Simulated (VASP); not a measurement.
Computed with PBE GGA, VASP's PBE PAW potentials (set 64) (plane waves; VASP 6.6.1).

The input files of a VASP run:

KPOINTS:
```
Automatic mesh
0
gamma
6 6 6
```

**POSCAR**
```
PbF2
1
    0.0000000000     3.0294000000     3.0294000000
    3.0294000000     0.0000000000     3.0294000000
    3.0294000000     3.0294000000     0.0000000000
Pb F
1 2
Direct
  0.0000000000   0.0000000000   0.0000000000
  0.2500000000   0.2500000000   0.2500000000
  0.7500000000   0.7500000000   0.7500000000
```

INCAR:
```
SYSTEM = PbF2
PREC = Accurate; ENCUT = 520; LREAL = .False.
LASPH = .True.
EDIFF = 1E-6; NELM = 100; ALGO = Normal
LMAXMIX = 4
ISMEAR = 0; SIGMA = 0.05
GGA = PE
ISIF = 2
LWAVE = .False.; LCHARG = .False.
```

POTCAR, in this order: Pb_d F (PBE.64 set). Program: vasp_std.

Q: What will the output report for the number of irreducible k-points (NKPTS), number of bands (NBANDS), largest plane-wave count, number of space-group operations, FFT grid (NGX, NGY, NGZ)?

A: 
```
Quantity                                       Value
--------------------------------------  ------------
number of irreducible k-points (NKPTS)            16
number of bands (NBANDS)                          18
largest plane-wave count                        1524
number of space-group operations                  48
FFT grid (NGX, NGY, NGZ)                32 × 32 × 32
```

The compound is PbF2 in the fluorite structure, the β form. The cell was not relaxed at this level.
